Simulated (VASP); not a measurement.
# Ag (Silver) with PBE: from relaxation to properties, part 2 of 3

How well does PBE reproduce what experiment finds for Ag (Silver)? The cell is relaxed first, and properties follow on it. Left out of this account: 1 further run (phonons: it ended without a result to show). The start is a cell from a database of measured crystal structures.

VASP 6.6.1; PBE; plane waves and PAW (Ag).

Still holding for the runs below: This run has no spin polarisation. Its electron count is odd, so without a moment it is a metal by construction. The k-mesh is coarse for a metal.

So far. Step 2 (Relaxing cell and atoms (PBE)): It ends with forces that vanish by symmetry and a pressure of 0.03 GPa. The volume lies +3.7 % from that of the database's start. Step 3 (Second relaxation): It ends with forces that vanish by symmetry and a pressure of -0.04 GPa. The relaxed cell has a = 4.138 Å (conventional setting).

**4. Single point with fields (PBE)**

The relaxed cell gets a fresh self-consistent run, on a basis set for its own volume, to fix the density and to check the remaining stress.

INCAR reads:

```
SYSTEM = Ag
PREC = Accurate
ENCUT = 400
EDIFF = 1E-06
NELM = 100
ISMEAR = 1
SIGMA = 0.2
LREAL = .FALSE.
ALGO = Normal
GGA = PE
NBANDS = 11
LASPH = .TRUE.
LORBIT = 11
LWAVE = .FALSE.
LCHARG = .TRUE.
ISIF = 2
LELF = .TRUE.
LVHAR = .TRUE.
```

POSCAR reads:

```
Ag
1.0
    0.0000000000      2.0691908426      2.0691908426
    2.0691908426      0.0000000000      2.0691908426
    2.0691908426      2.0691908426      0.0000000000
Ag
1
Direct
    0.0000000000      0.0000000000      0.0000000000
```

KPOINTS reads:

```
Automatic mesh
0
Gamma
11 11 11
0 0 0
```

The projector-augmented-wave data sets are Ag (PBE family, release 64).

Command:

```bash
> mpirun -np 2 vasp_std
```

The program printed:

```text
[banner, memory and clock lines left out]
running    2 mpi-ranks, on    1 nodes
 distrk:  each k-point on    2 cores,    1 groups
 distr:  one band on    1 cores,    2 groups

 POSCAR found type information on POSCAR Ag
 POSCAR found :  1 types and       1 ions
 LDA part: xc-table for (Slater+PW92), standard interpolation
|                                                                             |
|           W    W    AA    RRRRR   N    N  II  N    N   GGGG   !!!           |
|           W    W   A  A   R    R  NN   N  II  NN   N  G    G  !!!           |
|           W    W  A    A  R    R  N N  N  II  N N  N  G       !!!           |
|           W WW W  AAAAAA  RRRRR   N  N N  II  N  N N  G  GGG   !            |
|           WW  WW  A    A  R   R   N   NN  II  N   NN  G    G                |
|           W    W  A    A  R    R  N    N  II  N    N   GGGG   !!!           |
|                                                                             |
|     The number of bands has been changed from the values supplied in        |
|     The orbitals not found in the WAVECAR file will be initialized with     |
|     random numbers, which is usually adequate. For correlated               |
|     calculations, however, you should redo the groundstate calculation.     |
|     I found NBANDS = 11. Now, NBANDS = 12.                                  |
|                                                                             |

 POSCAR, INCAR and KPOINTS ok, starting setup
 FFT: planning ... GRIDC
 FFT: planning ... GRID_SOFT
 FFT: planning ... GRID
 WAVECAR not read
 entering main loop
       N       E                     dE             d eps       ncg     rms          rms(c)
DAV:   1     0.430405722943E+02    0.43041E+02   -0.46026E+03  1416   0.662E+02
DAV:   2    -0.233522065656E+01   -0.45376E+02   -0.43061E+02  1576   0.168E+02
DAV:   3    -0.296457351625E+01   -0.62935E+00   -0.62910E+00  1560   0.213E+01
DAV:   4    -0.296645773499E+01   -0.18842E-02   -0.18841E-02  1564   0.123E+00
DAV:   5    -0.296647291464E+01   -0.15180E-04   -0.15179E-04  1576   0.994E-02    0.471E+00
DAV:   6    -0.272824283779E+01    0.23823E+00   -0.96037E-01  1444   0.867E+00    0.309E+00
DAV:   7    -0.272136404328E+01    0.68788E-02   -0.76870E-03  1584   0.814E-01    0.177E+00
DAV:   8    -0.271877145745E+01    0.25926E-02   -0.69025E-04  1500   0.199E-01    0.887E-02
DAV:   9    -0.271877860583E+01   -0.71484E-05   -0.76659E-06  1600   0.194E-02    0.255E-02
DAV:  10    -0.271878431896E+01   -0.57131E-05   -0.39762E-06  1512   0.185E-02    0.666E-03
DAV:  11    -0.271878387709E+01    0.44186E-06   -0.78047E-08   820   0.227E-03
   1 F= -.27187839E+01 E0= -.27183743E+01  d E =-.122884E-02
```

Elapsed: 6.4 s, on 2 MPI ranks of Intel Xeon Platinum 8488C (Sapphire Rapids), shared host; peak memory 0.22 GiB.

From OUTCAR (step 4):

```text
  LATTYP: Found a face centered cubic cell.
 ALAT       =     4.1383816852

The static configuration has the point symmetry O_h .

 Found     56 irreducible k-points:

   k-points           NKPTS =     56   k-points in BZ     NKDIM =     56   number of bands    NBANDS=     12

   NELECT =      11.0000    total number of electrons

 E-fermi :   8.1770

 k-point     1 :       0.0000    0.0000    0.0000
  band No.  band energies     occupation
    ...
      2       3.2298      2.00000
      3       3.2298      2.00000
      4       3.2298      2.00000
      5       4.1944      2.00000
      6       4.1944      2.00000
      7      23.8434      0.00000
      8      27.1938      0.00000
      9      27.1938      0.00000
     10      27.1938      0.00000
     11      31.9104      0.00000
    ...

 k-point     2 :       0.0909    0.0000    0.0000
  band No.  band energies     occupation
    ...
      2       3.1796      2.00000
      3       3.2939      2.00000
      4       3.2939      2.00000
      5       4.1725      2.00000
      6       4.1725      2.00000
      7      23.7484      0.00000
      8      25.4338      0.00000
      9      27.2588      0.00000
     10      27.2588      0.00000
     11      31.4311      0.00000
    ...

  Total       -0.0062981     -0.0062981     -0.0062981     -0.0000000     -0.0000000      0.0000000
  in kB       -0.5694972     -0.5694972     -0.5694972     -0.0000000     -0.0000000      0.0000000
  external PRESSURE =      -0.5694972 kB  Pullay stress =       0.0000000 kB

  energy-cutoff  :      400.00
  volume of cell :       17.72
      direct lattice vectors                 reciprocal lattice vectors
     0.000000000  2.069190843  2.069190843    -0.241640350  0.241640350  0.241640350
     2.069190843  0.000000000  2.069190843     0.241640350 -0.241640350  0.241640350
     2.069190843  2.069190843  0.000000000     0.241640350  0.241640350 -0.241640350

 POSITION                                       TOTAL-FORCE (eV/Angst)
 -----------------------------------------------------------------------------------
      0.00000      0.00000      0.00000        -0.000000      0.000000      0.000000
 -----------------------------------------------------------------------------------
    total drift:                                0.000000      0.000000      0.000000

  FREE ENERGIE OF THE ION-ELECTRON SYSTEM (eV)
  ---------------------------------------------------
  free  energy   TOTEN  =        -2.7187838771 eV

  energy  without entropy=       -2.7175550412  energy(sigma->0) =       -2.71837427

[... 6 parts as in an earlier step ...]

[... 5 further parts left out ...]
```

Numbers from this step:

| Property | Result |
| --- | --- |
| SCF cycles | 11 |
| bands | 12 |
| pressure | -0.05695 GPa |

Valence electrons inside each PAW sphere by angular momentum. Sphere charges, by row:

| atom | s (e) | p (e) | d (e) | tot (e) |
| --- | --- | --- | --- | --- |
| Ag1 | 0.408 | 0.278 | 9.155 | 9.841 |

Valence density in the ac plane of the conventional cell at fractional y = 0.000, with atoms of Ag within 0.2 Å of it. It is the smooth field of the valence electrons, not physical close to the nuclei.

Ten even steps from '0' (0.1 e/Å³) to '9' (7.2 e/Å³), each cell a mean:
```
86200000000147
43100000000024
11000000000001
00000000000000
00000123200000
00001366420000
00001489630000
00001478620000
00000244310000
00000011100000
00000000000000
32000000000012
64200000000136
96300000000148
```
Columns run along a (4.1 Å), rows up along c (4.1 Å), edges of the conventional cell, whose origin can differ from the input's. Atoms in or near the plane, at fractional coordinates: Ag at (0.00, 0.00), Ag at (0.50, 0.50).

Electrostatic potential energy in the ac plane of the conventional cell at fractional y = 0.000, with atoms of Ag within 0.2 Å of it. With pseudopotentials it is smooth inside the atoms' cores, unlike the true potential.

Ten even steps from '_' (-66 eV) to '@' (3 eV), each cell a mean:
```
____--##@@@@@@@@@@@@@@**::__
..--++%%@@@@@@@@@@@@@@##==::
++**%%@@@@@@@@@@@@@@@@@@##**
%%@@@@@@@@%%####%%@@@@@@@@@@
@@@@@@@@%%++----==##@@@@@@@@
@@@@@@@@**--____..==%%@@@@@@
@@@@@@%%++..______--##@@@@@@
@@@@@@@@**::______--##@@@@@@
@@@@@@@@##==::..--++%%@@@@@@
@@@@@@@@@@##**++**%%@@@@@@@@
##%%@@@@@@@@@@%%@@@@@@@@%%##
--==##@@@@@@@@@@@@@@@@%%++--
__..==%%@@@@@@@@@@@@@@**--__
____--##@@@@@@@@@@@@%%++..__
```
Columns run along a (4.1 Å; values clipped at the 3rd and 97th percentile), rows up along c (4.1 Å), edges of the conventional cell, whose origin can differ from the input's. Atoms in or near the plane, at fractional coordinates: Ag at (0.00, 0.00), Ag at (0.50, 0.50).

ELF in the ac plane of the conventional cell at fractional y = 0.000, with atoms of Ag within 0.2 Å of it. It is the smooth field of the valence electrons, not physical close to the nuclei.

Values, 14 rows by 14 columns, each cell a mean:
```
0.00 0.04 0.18 0.25 0.19 0.17 0.16 0.16 0.16 0.17 0.22 0.24 0.10 0.01
0.08 0.14 0.24 0.23 0.17 0.17 0.17 0.17 0.17 0.17 0.20 0.24 0.20 0.10
0.23 0.25 0.24 0.19 0.17 0.17 0.19 0.19 0.18 0.17 0.18 0.21 0.24 0.24
0.22 0.21 0.18 0.17 0.19 0.23 0.25 0.25 0.24 0.21 0.18 0.18 0.20 0.22
0.17 0.17 0.17 0.18 0.24 0.24 0.18 0.15 0.20 0.24 0.21 0.17 0.17 0.17
0.16 0.16 0.17 0.21 0.25 0.14 0.04 0.02 0.07 0.20 0.24 0.18 0.17 0.16
0.16 0.16 0.17 0.22 0.23 0.08 0.00 0.01 0.02 0.15 0.25 0.19 0.17 0.16
0.16 0.16 0.17 0.22 0.24 0.10 0.01 0.00 0.04 0.18 0.25 0.19 0.17 0.16
0.17 0.17 0.17 0.20 0.24 0.20 0.10 0.08 0.14 0.24 0.23 0.17 0.17 0.17
0.19 0.18 0.17 0.18 0.21 0.24 0.24 0.23 0.25 0.24 0.19 0.17 0.17 0.19
0.25 0.24 0.21 0.18 0.18 0.20 0.22 0.22 0.21 0.18 0.17 0.19 0.23 0.25
0.15 0.20 0.24 0.21 0.17 0.17 0.17 0.17 0.17 0.17 0.18 0.24 0.24 0.18
0.02 0.07 0.20 0.24 0.18 0.17 0.16 0.16 0.16 0.17 0.21 0.25 0.14 0.04
0.01 0.02 0.15 0.25 0.19 0.17 0.16 0.16 0.16 0.17 0.22 0.23 0.08 0.00
```
Columns run along a (4.1 Å), rows up along c (4.1 Å), edges of the conventional cell, whose origin can differ from the input's. Atoms in or near the plane, at fractional coordinates: Ag at (0.00, 0.00), Ag at (0.50, 0.50).

In this run the pressure is -0.06 GPa, small enough to go on.

**5. Band structure (PBE)**

The mesh alone shows little of the dispersion and can miss band extrema, so KPOINTS_OPT adds a path through the symmetry points after the self-consistent cycle.

INCAR reads:

```
SYSTEM = Ag
PREC = Accurate
ENCUT = 400
EDIFF = 1E-06
NELM = 100
ISMEAR = 1
SIGMA = 0.2
LREAL = .FALSE.
ALGO = Normal
GGA = PE
NBANDS = 16
LASPH = .TRUE.
LORBIT = 11
LWAVE = .FALSE.
LCHARG = .FALSE.
KPAR = 2
```

POSCAR is that of step 4.

KPOINTS is that of step 4.

KPOINTS_OPT reads:

```
Line mode
16
Line-mode
Reciprocal
  0.00000000   0.00000000   0.00000000 GAMMA
  0.50000000   0.00000000   0.50000000 X

  0.50000000   0.00000000   0.50000000 X
  0.50000000   0.25000000   0.75000000 W

  0.50000000   0.25000000   0.75000000 W
  0.37500000   0.37500000   0.75000000 K

  0.37500000   0.37500000   0.75000000 K
  0.00000000   0.00000000   0.00000000 GAMMA

  0.00000000   0.00000000   0.00000000 GAMMA
  0.50000000   0.50000000   0.50000000 L

  0.50000000   0.50000000   0.50000000 L
  0.62500000   0.25000000   0.62500000 U

  0.62500000   0.25000000   0.62500000 U
  0.50000000   0.25000000   0.75000000 W

  0.50000000   0.25000000   0.75000000 W
  0.50000000   0.50000000   0.50000000 L

  0.50000000   0.50000000   0.50000000 L
  0.37500000   0.37500000   0.75000000 K

  0.62500000   0.25000000   0.62500000 U
  0.50000000   0.00000000   0.50000000 X
```

Command:

```bash
> mpirun -np 2 vasp_std
```

The program printed:

```text
[... set-up lines as in an earlier step ...]
 entering main loop
       N       E                     dE             d eps       ncg     rms          rms(c)
DAV:   1     0.476450067850E+02    0.47645E+02   -0.43441E+03  1832   0.495E+02
DAV:   2    -0.211515384250E+01   -0.49760E+02   -0.46771E+02  2352   0.148E+02
DAV:   3    -0.296381866522E+01   -0.84866E+00   -0.84838E+00  2184   0.192E+01
DAV:   4    -0.296645505591E+01   -0.26364E-02   -0.26363E-02  2296   0.113E+00
DAV:   5    -0.296647290889E+01   -0.17853E-04   -0.17853E-04  2184   0.796E-02    0.471E+00
DAV:   6    -0.272820485577E+01    0.23827E+00   -0.83767E-01  2608   0.650E+00    0.308E+00
DAV:   7    -0.272136298331E+01    0.68419E-02   -0.76699E-03  2504   0.656E-01    0.178E+00
DAV:   8    -0.271877530233E+01    0.25877E-02   -0.63378E-04  2536   0.152E-01    0.109E-01
DAV:   9    -0.271877958672E+01   -0.42844E-05   -0.66149E-06  2152   0.153E-02    0.451E-02
DAV:  10    -0.271878405868E+01   -0.44720E-05   -0.33684E-06  2208   0.136E-02    0.312E-03
DAV:  11    -0.271878387827E+01    0.18041E-06   -0.53622E-08  1408   0.134E-03
   1 F= -.27187839E+01 E0= -.27183743E+01  d E =-.122885E-02
 Start KPOINTS_OPT (optional k-point list driver)
k-point batch [1-56\160]
       N       E                     dE             ncg
DAV:   1     0.506520131705E+04   -0.17228E+05     1800
DAV:   2     0.227886952083E+04   -0.27863E+04     2400
DAV:   3     0.223151944142E+04   -0.47350E+02     2304
DAV:   4     0.223137663037E+04   -0.14281E+00     2280
DAV:   5     0.223137561771E+04   -0.10127E-02     2344
DAV:   6     0.223137560951E+04   -0.81990E-05     2080
DAV:   7     0.223137560938E+04   -0.13194E-06     1888
[...]
k-point batch [113-160\160]
       N       E                     dE             ncg
DAV:   1     0.818495299464E+04   -0.16234E+05     1568
DAV:   2     0.579992396174E+04   -0.23850E+04     2080
DAV:   3     0.575834631011E+04   -0.41578E+02     1880
DAV:   4     0.575822260582E+04   -0.12370E+00     2016
DAV:   5     0.575822170091E+04   -0.90492E-03     1904
DAV:   6     0.575822169307E+04   -0.78427E-05     1904
DAV:   7     0.575822169296E+04   -0.10757E-06     1440
```

The job ended after 15 s (2 MPI ranks; peak memory 0.26 GiB).

Parts of OUTCAR (step 5):

```text
   k-points           NKPTS =     56   k-points in BZ     NKDIM =     56   number of bands    NBANDS=     16

   NELECT =      11.0000    total number of electrons

 E-fermi :   8.1770

 k-point     4 :       0.2727    0.0000    0.0000
  band No.  band energies     occupation
    ...
      2       3.4018      2.00000
      3       3.4018      2.00000
      4       3.7369      2.00000
      5       4.3817      2.00000
      6       4.3817      2.00000
      7      17.8893      0.00000
      8      24.2263      0.00000
      9      26.9090      0.00000
     10      26.9090      0.00000
     11      30.6114      0.00000
    ...

  Total       -0.0062117     -0.0062117     -0.0062117      0.0000000     -0.0000000     -0.0000000
  in kB       -0.5616772     -0.5616772     -0.5616772      0.0000000     -0.0000000     -0.0000000
  external PRESSURE =      -0.5616772 kB  Pullay stress =       0.0000000 kB

 POSITION                                       TOTAL-FORCE (eV/Angst)
 -----------------------------------------------------------------------------------
      0.00000      0.00000      0.00000         0.000000      0.000000      0.000000
 -----------------------------------------------------------------------------------
    total drift:                                0.000000      0.000000      0.000000

  FREE ENERGIE OF THE ION-ELECTRON SYSTEM (eV)
  ---------------------------------------------------
  free  energy   TOTEN  =        -2.7187838783 eV

  energy  without entropy=       -2.7175550283  energy(sigma->0) =       -2.71837426

[... 14 parts as in an earlier step ...]

[... 2 further parts left out ...]
```

Spin-orbit coupling is off here; it would split degenerate levels.

This step gave:

```yaml
bands: 16
pressure: -0.05617 GPa
```

Electronic bands along the path, in eV, zero at the Fermi level; # counts the bands kept:

| point | #2 | #3 | #4 | #5 | #6 | #7 | #8 |
| --- | --- | --- | --- | --- | --- | --- | --- |
| Γ | -4.95 | -4.95 | -4.95 | -3.98 | -3.98 | 15.67 | 19.02 |
| 0.47 of the way | -5.61 | -4.23 | -4.23 | -4.13 | -3.67 | 14.48 | 14.48 |
| X | -6.35 | -3.27 | -3.04 | -3.04 | 1.37 | 6.17 | 10.20 |
| 0.53 of the way | -6.01 | -4.01 | -3.60 | -3.04 | 2.93 | 6.27 | 8.33 |
| W | -5.19 | -5.19 | -3.97 | -3.04 | 5.54 | 5.54 | 6.46 |
| 0.53 of the way | -5.61 | -4.57 | -3.85 | -3.16 | 4.30 | 5.14 | 6.68 |
| K | -5.67 | -4.26 | -3.77 | -3.31 | 3.92 | 4.84 | 6.62 |
| 0.53 of the way | -5.31 | -4.72 | -4.41 | -4.33 | -3.02 | 11.67 | 12.05 |
| Γ | -4.95 | -4.95 | -4.95 | -3.98 | -3.98 | 15.67 | 19.02 |
| 0.47 of the way | -4.83 | -4.75 | -4.75 | -3.91 | -3.91 | 11.22 | 16.29 |
| L | -4.97 | -4.97 | -3.24 | -3.24 | -0.56 | 3.12 | 14.90 |
| 0.47 of the way | -5.21 | -4.58 | -4.24 | -3.30 | 1.27 | 3.33 | 12.13 |
| U | -5.67 | -4.26 | -3.77 | -3.31 | 3.92 | 4.84 | 6.62 |
| 0.47 of the way | -5.61 | -4.57 | -3.85 | -3.16 | 4.30 | 5.14 | 6.68 |
| W | -5.19 | -5.19 | -3.97 | -3.04 | 5.54 | 5.54 | 6.46 |
| 0.47 of the way | -5.40 | -4.61 | -4.32 | -3.31 | 2.24 | 3.56 | 11.36 |
| L | -4.97 | -4.97 | -3.24 | -3.24 | -0.56 | 3.12 | 14.90 |
| 0.47 of the way | -5.21 | -4.58 | -4.24 | -3.30 | 1.27 | 3.33 | 12.13 |
| K | -5.67 | -4.26 | -3.77 | -3.31 | 3.92 | 4.84 | 6.62 |
| jump to U | -5.67 | -4.26 | -3.77 | -3.31 | 3.92 | 4.84 | 6.62 |
| 0.47 of the way | -6.15 | -3.53 | -3.44 | -3.12 | 2.24 | 6.21 | 8.02 |
| X | -6.35 | -3.27 | -3.04 | -3.04 | 1.37 | 6.17 | 10.20 |

The electronic bands as a text plot (rows in eV, shown from -7.8 to 6.4 only):

```
    6.1 |        *****                                        ***
    5.5 |             *   *                      **
    5.0 |            *****              *      ***
    4.4 |              *                      * *  *         *
    3.8 |           *   **                   ***    *       **
    3.2 |                                ****       ********* *
    2.6 |          *      *                  *
    2.0 |                                            *         *
    1.4 |        **                         *              *    *
    0.8 |                                             *
    0.2 |       *          *               *           *  *
   -0.4 |                                 *             **
   -1.0 |                   *            *
   -1.6 |      *
   -2.1 |                               *
   -2.7 |                    *
   -3.3 |    **************   *        **************************
   -3.9 |******    **********  ********    *  ******* *   * ***
   -4.5 |  **       *  *********     **     *****    **   ****
   -5.1 |***         **   ************ *******   ************
   -5.7 |   ***     **********               *********     ****
   -6.3 |   ********    *     *       *******  *      *****  ****
   -6.9 |  *                   *     *
   -7.5 |**                     *****
         Γ       X    W  K        Γ      L     U  W     L   K|U X
```

There is no gap at this level.

(Part 2 of 3 ends here.)

[Lines on the potential files, build, host, timing and source positions are cut from VASP's logs without a mark.]

[Logs are printed without paths, hosts, clocks, repeated set-up lines and the standing remarks that a program may print on its own settings, such as how far it seeks lower states.]

[Hosts, paths, dates, database ids (printed as entryN), source tags and the programs' standing remarks are cut or masked in the printed files.]

[A measured line is paired with the nearest computed mode of its activity, which favours agreement.]
